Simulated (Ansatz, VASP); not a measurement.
# One calculation of CaAl6C, two programs

```
Ca Al C
1.0
     3.96233    2.28765    2.56370
    -3.96233    2.28765    2.56370
     0.00000   -4.57530    2.56370
Ca Al C
1 6 1
Direct
  0.00000 0.00000 0.00000
  0.85343 0.66625 0.39804
  0.66625 0.39804 0.85343
  0.39804 0.85343 0.66625
  0.14657 0.33375 0.60196
  0.33375 0.60196 0.14657
  0.60196 0.14657 0.33375
  0.50000 0.50000 0.50000
```

Alike in both runs: functional PBE; k mesh 6 × 6 × 6; occupations gaussian, width 0.1 eV; no spin polarisation.

Ansatz relaxed the structure, and its values are those at the end. VASP's run is a single point on that final structure, the one shown.

|  | VASP | Ansatz |
| --- | --- | --- |
| version | VASP 6.6.1 | Ansatz 0.2.0 |
| potentials or method | VASP PAW PBE potentials, release 64 (Ca_sv, Al, C) | scalar-relativistic, plane waves, PAW |
| plane-wave cutoff (eV) | 520 | 420 |
| valence electrons in the cell | 32 | 32 |

Ansatz gave:

| Quantity | Value |
| --- | --- |
| gap on the k mesh at the Fermi level (eV) | none |
| pressure (GPa) | 0.0 |
| rms of the force components (eV/Å) | 0.001 |

Q: Which values does VASP return?

A: gap on the k mesh at the Fermi level (eV): none; pressure (GPa): 0.0; rms of the force components (eV/Å): 0.004.

A gap of «none» marks a metal or a gap that the smearing closes. The functional is the same, so the differences come from potentials, cutoffs and numerics.
